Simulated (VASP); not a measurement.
# TiAl2: structure and properties in VASP, part 2 of 6

Wanted: the relaxed cell of TiAl2 and its properties. The start is a cell from a database of measured crystal structures.

VASP 6.6.1; PBEsol; plane waves and PAW (Ti_sv, Al).

So far. Step 2 (Full relaxation (PBEsol)): It ends with a largest force of 0.003 eV/Å and a pressure of 0.01 GPa. The volume lies -3.3 % from that of the database's start, which holds the thermal and zero-point expansion of its experiment. The relaxed cell has a, b, c = 3.900, 12.050, 3.970 Å (conventional setting).

## Step 3: Second relaxation

The basis stayed that of the start cell while the cell moved. A rerun from the cell reached resets it; the error of the finite cutoff stays.

INCAR reads:

```
SYSTEM = TiAl2
PREC = Accurate
ENCUT = 400
EDIFF = 1E-06
NELM = 100
ISMEAR = 1
SIGMA = 0.2
LREAL = .FALSE.
ALGO = Normal
GGA = PS
NBANDS = 24
LASPH = .TRUE.
LORBIT = 11
LWAVE = .FALSE.
LCHARG = .FALSE.
KPAR = 4
IBRION = 2
NSW = 60
ISIF = 3
EDIFFG = -0.01
```

POSCAR reads:

```
TiAl2
1.0
    3.9003963231      0.0000000000      0.0000000000
    0.0000000000      0.0000000000      3.9698210848
    1.9501981615     -6.0251219383      0.0000000000
Ti Al
2 4
Direct
    0.3437692304      0.0000000000      0.3124615392
    0.6562307696      0.0000000000      0.6875384608
    0.0000000000      0.0000000000      0.0000000000
    0.1728241345      0.5000000000      0.6543517311
    0.8271758655      0.5000000000      0.3456482689
    0.5000000000      0.5000000000      0.0000000000
```

KPOINTS reads:

```
Automatic mesh
0
Gamma
7 7 7
0 0 0
```

The projector-augmented-wave data sets are Ti_sv and Al (PBE family, release 64).

Command:

```
$ mpirun -np 4 vasp_std
```

Log:

```text
[banner, memory and clock lines left out]
running    4 mpi-ranks, on    1 nodes
 distrk:  each k-point on    1 cores,    4 groups
 distr:  one band on    1 cores,    1 groups

 POSCAR found type information on POSCAR TiAl
 POSCAR found :  2 types and       6 ions
 [... a notice as in an earlier step ...]

 LDA part: xc-table for (Slater+PW92), standard interpolation
 POSCAR, INCAR and KPOINTS ok, starting setup
 FFT: planning ... GRIDC
 FFT: planning ... GRID_SOFT
 FFT: planning ... GRID
 WAVECAR not read
 entering main loop
       N       E                     dE             d eps       ncg     rms          rms(c)
DAV:   1     0.292741340363E+03    0.29274E+03   -0.14655E+04  3096   0.126E+03
DAV:   2    -0.307623309792E+01   -0.29582E+03   -0.29062E+03  3112   0.395E+02
DAV:   3    -0.366250369603E+02   -0.33549E+02   -0.33098E+02  5592   0.111E+02
DAV:   4    -0.394250927888E+02   -0.28001E+01   -0.27886E+01  4032   0.296E+01
DAV:   5    -0.396026268541E+02   -0.17753E+00   -0.17751E+00  4792   0.640E+00    0.157E+01
DAV:   6    -0.365940651415E+02    0.30086E+01   -0.45631E+01  4256   0.462E+01    0.671E+00
DAV:   7    -0.357279884546E+02    0.86608E+00   -0.10587E+01  3864   0.221E+01    0.373E+00
DAV:   8    -0.356448295258E+02    0.83159E-01   -0.85013E-01  4024   0.707E+00    0.911E-01
DAV:   9    -0.356383146799E+02    0.65148E-02   -0.10109E-01  4424   0.262E+00    0.422E-01
DAV:  10    -0.356387949918E+02   -0.48031E-03   -0.33551E-03  3960   0.469E-01    0.187E-01
DAV:  11    -0.356388836963E+02   -0.88704E-04   -0.16145E-03  4528   0.275E-01    0.777E-02
DAV:  12    -0.356388678873E+02    0.15809E-04   -0.57741E-04  4176   0.170E-01    0.215E-02
DAV:  13    -0.356388587393E+02    0.91480E-05   -0.73183E-05  3928   0.715E-02    0.640E-03
DAV:  14    -0.356388585522E+02    0.18702E-06   -0.28791E-06  3320   0.131E-02
   1 F= -.35638859E+02 E0= -.35639545E+02  d E =-.356389E+02
 curvature:   0.00 expect dE= 0.000E+00 dE for cont linesearch  0.000E+00
 trial: gam= 0.00000 g(F)=  0.784E-06 g(S)=  0.973E-05 ort = 0.000E+00 (trialstep = 0.100E+01)
 search vector abs. value=  0.105E-04
 reached required accuracy - stopping structural energy minimisation
```

Wall time 16 s (4 MPI ranks of Intel Xeon Platinum 8559C (Emerald Rapids), shared host); peak memory 0.87 GiB.

From OUTCAR (step 3):

```text
  LATTYP: Found a base centered orthorhombic cell.
 ALAT       =     3.9003963231
 B/A-ratio  =     3.0894921640
 C/A-ratio  =     1.0177994121

The static configuration has the point symmetry D_2h.

 Found     64 irreducible k-points:

   ENCUT  =  400.0 eV  29.40 Ry    5.42 a.u.   6.36  6.47 10.33*2*pi/ulx,y,z

   NELECT =      36.0000    total number of electrons

 E-fermi :   8.6706

 k-point     1 :       0.0000    0.0000    0.0000
  band No.  band energies     occupation
    ...
     14       6.9198      2.00000
     15       7.0431      2.00000
     16       7.9539      2.00000
     17       8.1274      2.00084
     18       8.1630      2.00195
     19       9.0364     -0.02668
     20       9.2339     -0.00050
     21       9.5288     -0.00000
     22       9.6679     -0.00000
     23       9.7182     -0.00000
    ...

 k-point     2 :       0.1429    0.0000    0.0000
  band No.  band energies     occupation
    ...
     14       6.9082      2.00000
     15       6.9087      2.00000
     16       7.7596      2.00000
     17       8.1375      2.00107
     18       8.4976      2.00962
     19       8.8934     -0.06657
     20       9.3464     -0.00002
     21       9.6580     -0.00000
     22      10.0685     -0.00000
     23      10.1387     -0.00000
    ...

  Total       -0.0180562     -0.0166218     -0.0246485     -0.0000000      0.0000000      0.0000000
  in kB       -0.3100925     -0.2854586     -0.4233069     -0.0000000      0.0000000      0.0000000
  external PRESSURE =      -0.3396193 kB  Pullay stress =       0.0000000 kB

  energy-cutoff  :      400.00
  volume of cell :       93.29
      direct lattice vectors                 reciprocal lattice vectors
     3.900396323  0.000000000  0.000000000     0.256384202  0.082985872  0.000000000
     0.000000000  0.000000000  3.969821085     0.000000000  0.000000000  0.251900521
     1.950198161 -6.025121938  0.000000000     0.000000000 -0.165971745  0.000000000

 POSITION                                       TOTAL-FORCE (eV/Angst)
 -----------------------------------------------------------------------------------
      1.95020     -1.88262      0.00000        -0.000000     -0.000257     -0.000000
      3.90040     -4.14250      0.00000         0.000000      0.000257      0.000000
      0.00000      0.00000      0.00000         0.000000      0.000000     -0.000000
      1.95020     -3.94255      1.98491        -0.000000     -0.002839     -0.000000
      3.90040     -2.08257      1.98491         0.000000      0.002839     -0.000000
      1.95020      0.00000      1.98491         0.000000      0.000000     -0.000000
 -----------------------------------------------------------------------------------
    total drift:                               -0.000000      0.000000     -0.000000

  FREE ENERGIE OF THE ION-ELECTRON SYSTEM (eV)
  ---------------------------------------------------
  free  energy   TOTEN  =       -35.6388585522 eV

  energy  without entropy=      -35.6409173917  energy(sigma->0) =      -35.63954483

 total charge
# of ion       s       p       d       tot
------------------------------------------
    1        2.180   6.119   2.019  10.317
    2        2.180   6.119   2.019  10.317
    3        0.424   0.412   0.000   0.836
    4        0.411   0.414   0.000   0.826
    5        0.411   0.414   0.000   0.826
    6        0.419   0.416   0.000   0.835
--------------------------------------------------
tot          6.025  13.894   4.037  23.956

[... 4 parts as in an earlier step ...]

[... 7 further parts left out ...]
```

CONTCAR:

```
TiAl2
   1.00000000000000
     3.9003963230999998    0.0000000000000000    0.0000000000000000
     0.0000000000000000    0.0000000000000000    3.9698210848000000
     1.9501981614999999   -6.0251219382999999    0.0000000000000000
  Ti              Al
     2     4
Direct
     0.3437692303999995    0.0000000000000000    0.3124615392000010
     0.6562307696000005    0.0000000000000000    0.6875384607999990
     0.0000000000000000    0.0000000000000000    0.0000000000000000
     0.1728241344999972    0.5000000000000000    0.6543517311000002
     0.8271758655000028    0.5000000000000000    0.3456482688999998
     0.5000000000000000    0.5000000000000000    0.0000000000000000
```

Little changed from the start: no atom moved by 0.005 Å and no cell edge by 0.1 %.

Numbers from this step:

```
energy at zero smearing         : -35.64 eV
Fermi energy                    : 8.671 eV
pressure                        : -0.03396 GPa
SCF cycles over all ionic steps : 14
```

It ends with a largest force of 0.003 eV/Å and a pressure of -0.03 GPa. The volume moved by under 0.01 %: the run met its threshold at the first step.

## Step 4: Single point with fields (PBEsol)

The relaxed cell gets a fresh self-consistent run, on a basis set for its own volume, to fix the density and to check the remaining stress.

Changes to INCAR since step 3:

```diff
@@ -14,7 +14,5 @@
 LWAVE = .FALSE.
-LCHARG = .FALSE.
-KPAR = 4
-IBRION = 2
-NSW = 60
-ISIF = 3
-EDIFFG = -0.01
+LCHARG = .TRUE.
+ISIF = 2
+LELF = .TRUE.
+LVHAR = .TRUE.
```

POSCAR is that of step 3.

KPOINTS is that of step 3.

Command:

```
$ mpirun -np 4 vasp_std
```

Log:

```text
[banner, memory and clock lines left out]
running    4 mpi-ranks, on    1 nodes
 distrk:  each k-point on    4 cores,    1 groups
 distr:  one band on    1 cores,    4 groups

 POSCAR found type information on POSCAR TiAl
 POSCAR found :  2 types and       6 ions
 [... a notice as in an earlier step ...]

 LDA part: xc-table for (Slater+PW92), standard interpolation
 POSCAR, INCAR and KPOINTS ok, starting setup
 FFT: planning ... GRIDC
 FFT: planning ... GRID_SOFT
 FFT: planning ... GRID
 WAVECAR not read
 entering main loop
       N       E                     dE             d eps       ncg     rms          rms(c)
DAV:   1     0.292741340364E+03    0.29274E+03   -0.14655E+04  3096   0.126E+03
DAV:   2    -0.307623309626E+01   -0.29582E+03   -0.29062E+03  3112   0.395E+02
DAV:   3    -0.366250369607E+02   -0.33549E+02   -0.33098E+02  5592   0.111E+02
DAV:   4    -0.394250927891E+02   -0.28001E+01   -0.27886E+01  4032   0.296E+01
DAV:   5    -0.396026268546E+02   -0.17753E+00   -0.17751E+00  4792   0.640E+00    0.157E+01
DAV:   6    -0.365940651417E+02    0.30086E+01   -0.45631E+01  4256   0.462E+01    0.671E+00
DAV:   7    -0.357279884545E+02    0.86608E+00   -0.10587E+01  3864   0.221E+01    0.373E+00
DAV:   8    -0.356448295259E+02    0.83159E-01   -0.85013E-01  4024   0.707E+00    0.911E-01
[... 1 cycle as in an earlier step ...]
DAV:  10    -0.356387949931E+02   -0.48031E-03   -0.33551E-03  3960   0.469E-01    0.187E-01
DAV:  11    -0.356388836959E+02   -0.88703E-04   -0.16145E-03  4528   0.275E-01    0.777E-02
DAV:  12    -0.356388678869E+02    0.15809E-04   -0.57741E-04  4176   0.170E-01    0.215E-02
DAV:  13    -0.356388587401E+02    0.91468E-05   -0.73183E-05  3928   0.715E-02    0.640E-03
DAV:  14    -0.356388585520E+02    0.18816E-06   -0.28791E-06  3320   0.131E-02
   1 F= -.35638859E+02 E0= -.35639545E+02  d E =0.205884E-02
```

The job ended after 17 s (4 MPI ranks; peak memory 0.59 GiB; 66 s of CPU time).

OUTCAR, selected parts (step 4):

```text
The static configuration has the point symmetry D_2h.

 Found     64 irreducible k-points:

   NELECT =      36.0000    total number of electrons

 E-fermi :   8.6706

  Total       -0.0180562     -0.0166218     -0.0246485     -0.0000000      0.0000000      0.0000000
  in kB       -0.3100923     -0.2854585     -0.4233066     -0.0000000      0.0000000      0.0000000
  external PRESSURE =      -0.3396191 kB  Pullay stress =       0.0000000 kB

 POSITION                                       TOTAL-FORCE (eV/Angst)
 -----------------------------------------------------------------------------------
      1.95020     -1.88262      0.00000        -0.000000     -0.000257     -0.000000
      3.90040     -4.14250      0.00000         0.000000      0.000257     -0.000000
      0.00000      0.00000      0.00000        -0.000000      0.000000      0.000000
      1.95020     -3.94255      1.98491        -0.000000     -0.002839     -0.000000
      3.90040     -2.08257      1.98491         0.000000      0.002839      0.000000
      1.95020      0.00000      1.98491         0.000000      0.000000      0.000000
 -----------------------------------------------------------------------------------
    total drift:                               -0.000000      0.000000     -0.000000

  FREE ENERGIE OF THE ION-ELECTRON SYSTEM (eV)
  ---------------------------------------------------
  free  energy   TOTEN  =       -35.6388585520 eV

  energy  without entropy=      -35.6409173914  energy(sigma->0) =      -35.63954483

[... 16 parts as in an earlier step ...]
```

Numbers from this step:

- SCF cycles: 14

Valence electrons inside each PAW sphere by angular momentum. Sphere charges, by row:

```tsv
atom	s (e)	p (e)	d (e)	tot (e)
Ti1	2.18	6.119	2.019	10.32
Ti2	2.18	6.119	2.019	10.32
Al3	0.424	0.412	0	0.836
Al4	0.411	0.414	0	0.826
Al5	0.411	0.414	0	0.826
Al6	0.419	0.416	0	0.835
```

Electrostatic potential energy in the bc plane of the conventional cell at fractional x = 0.000, with atoms of Ti and Al within 0.2 Å of it. With pseudopotentials it is smooth inside the atoms' cores, unlike the true potential.

Values in eV, 6 rows by 16 columns, each cell a mean:
```
-49  -5   2   1 -17 -53 -27   0   1 -17 -53 -27   0   2  -2 -38
 -5  -2 -10  -7  -2  -8  -4  -8 -10  -4  -8  -3  -5 -12  -3  -4
  1  -7 -62 -47  -2   2  -2 -48 -61  -7   2   0 -32 -71 -15   1
  1  -5 -50 -37  -2   1  -2 -38 -49  -5   1   0 -25 -57 -11   0
-11  -2  -4  -3  -4 -18  -8  -4  -5  -5 -18  -7  -2  -5  -2  -8
-61  -6   2   2 -21 -60 -33   0   1 -21 -60 -33   1   2  -2 -48
```
Columns run along b (12.1 Å; values clipped at the 3rd and 97th percentile), rows up along c (4.0 Å), edges of the conventional cell, whose origin can differ from the input's. Atoms in or near the plane, at fractional coordinates: Ti at (0.34, 0.00), Ti at (0.66, 0.00), Al at (0.00, 0.00), Al at (0.17, 0.50), Al at (0.83, 0.50), Al at (0.50, 0.50).

ELF in the bc plane of the conventional cell at fractional x = 0.000, with atoms of Ti and Al within 0.2 Å of it. It is the smooth field of the valence electrons, not physical close to the nuclei.

Values, 6 rows by 16 columns, each cell a mean:
```
0.22 0.61 0.56 0.47 0.23 0.67 0.32 0.33 0.41 0.22 0.67 0.31 0.38 0.56 0.62 0.32
0.41 0.62 0.60 0.61 0.29 0.15 0.28 0.54 0.56 0.34 0.16 0.22 0.59 0.60 0.63 0.46
0.23 0.41 0.14 0.23 0.45 0.38 0.58 0.27 0.17 0.58 0.42 0.42 0.32 0.10 0.39 0.27
0.27 0.47 0.24 0.33 0.43 0.31 0.53 0.34 0.26 0.55 0.34 0.38 0.40 0.21 0.46 0.32
0.41 0.64 0.65 0.63 0.24 0.21 0.22 0.53 0.58 0.27 0.21 0.19 0.57 0.65 0.65 0.47
0.15 0.59 0.52 0.41 0.25 0.80 0.37 0.28 0.35 0.24 0.80 0.37 0.32 0.51 0.60 0.26
```
Columns run along b (12.1 Å), rows up along c (4.0 Å), edges of the conventional cell, whose origin can differ from the input's. Atoms in or near the plane, at fractional coordinates: Ti at (0.34, 0.00), Ti at (0.66, 0.00), Al at (0.00, 0.00), Al at (0.17, 0.50), Al at (0.83, 0.50), Al at (0.50, 0.50).

Valence density in the bc plane of the conventional cell at fractional x = 0.000, with atoms of Ti and Al within 0.2 Å of it. It is the smooth field of the valence electrons, not physical close to the nuclei.

Values in units of 1e0 e/Å³, 6 rows by 16 columns, each cell a mean:
```
0.1 0.2 0.2 0.2 0.9 6.0 1.7 0.2 0.2 0.8 6.0 1.8 0.2 0.2 0.2 0.2
0.2 0.2 0.2 0.2 0.2 0.3 0.3 0.2 0.2 0.2 0.3 0.2 0.2 0.2 0.2 0.2
0.1 0.2 0.1 0.1 0.2 0.2 0.2 0.1 0.1 0.2 0.2 0.2 0.2 0.1 0.2 0.1
0.1 0.2 0.1 0.2 0.2 0.2 0.2 0.2 0.1 0.2 0.2 0.2 0.2 0.1 0.2 0.1
0.2 0.2 0.2 0.2 0.3 0.8 0.4 0.2 0.2 0.3 0.8 0.3 0.2 0.2 0.2 0.2
0.1 0.2 0.2 0.2 1.2 8.5 2.4 0.2 0.2 1.1 8.5 2.4 0.2 0.2 0.2 0.1
```
Columns run along b (12.1 Å), rows up along c (4.0 Å), edges of the conventional cell, whose origin can differ from the input's. Atoms in or near the plane, at fractional coordinates: Ti at (0.34, 0.00), Ti at (0.66, 0.00), Al at (0.00, 0.00), Al at (0.17, 0.50), Al at (0.83, 0.50), Al at (0.50, 0.50).

In this run the pressure is -0.03 GPa, small enough to go on.

(Continued in part 3 of 6.)

[Lines on the potential files, build, host, timing and source positions are cut from VASP's logs without a mark.]

[Logs are printed without paths, hosts, clocks, repeated set-up lines and the standing remarks that a program may print on its own settings, such as how far it seeks lower states.]

[Hosts, paths, dates, database ids (printed as entryN), source tags and the programs' standing remarks are cut or masked in the printed files.]

[A measured line is paired with the nearest computed mode of its activity, which favours agreement.]

[In band tables of VASP the shares of atoms and orbitals are scaled to a sum of 1 inside the atoms' spheres.]
